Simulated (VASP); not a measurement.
VASP ran on this input.

### POSCAR
```
Na2Te
1
    4.2901380000     0.0000000000     0.0000000000
   -2.1450690000     3.7153690000     0.0000000000
    0.0000000000     0.0000000000     6.9208840000
Te Na
1 2
Direct
  0.0000000000   0.0000000000   0.0000000000
  0.3333330000   0.6666670000   0.2520000000
  0.6666670000   0.3333330000   0.7480000000
```

### KPOINTS
```
Automatic mesh
0
Gamma
5 5 3
0 0 0
```

INCAR:
```
ALGO = Normal
EDIFF = 1E-6
EDIFFG = -0.01
ENCUT = 400
GGA = PE
IBRION = 2
ISIF = 3
ISMEAR = 0
LASPH = .True.
LCHARG = .False.
LMAXMIX = 4
LREAL = .False.
LWAVE = .False.
NELM = 100
NSW = 40
PREC = Accurate
SIGMA = 0.05
SYSTEM = Na2Te
```

POTCAR, in this order: Te Na_pv (PBE.64 set). Program: vasp_std.

**Question.** Write an equivalent input for Ansatz.

**Answer.** One equivalent input (not run):
Ansatz 0.2 input:
```yaml
crystal:
  lattice:
    - [4.2901380, 0.0000000, 0.0000000]
    - [-2.1450690, 3.7153690, 0.0000000]
    - [0.0000000, 0.0000000, 6.9208840]
  atoms:
    - { symbol: Te, position: [0.0000000, 0.0000000, 0.0000000] }
    - { symbol: Na, position: [0.3333330, 0.6666670, 0.2520000] }
    - { symbol: Na, position: [0.6666670, 0.3333330, 0.7480000] }
kpoints:
  mp_grid: { grid: [5, 5, 3] }
hamiltonian:
  xc: pbe
  pseudopotentials: { kind: paw }
scf:
  occupations: { method: gaussian, width: 0.05 }
  max_iter: 100
relax:
  max_steps: 40
  f_tol: 0.01
  cell: {}
output: { forces: true, stress: true, eigenvalues: true }
```
Limits of the translation: each code has its own PAW files, so the cut-off isn't converted (ENCUT is set for VASP's; basis.ecutwfc is left out, and Ansatz then takes the one that its files recommend); Ansatz stops its SCF on the density residual and VASP on the energy change (EDIFF).

The structure was generated: Na2Te was put into the CdI2 type (P-3m1), which need not be its known phase. This run relaxes it. Symmetry was kept, so distortions that lower it aren't found.
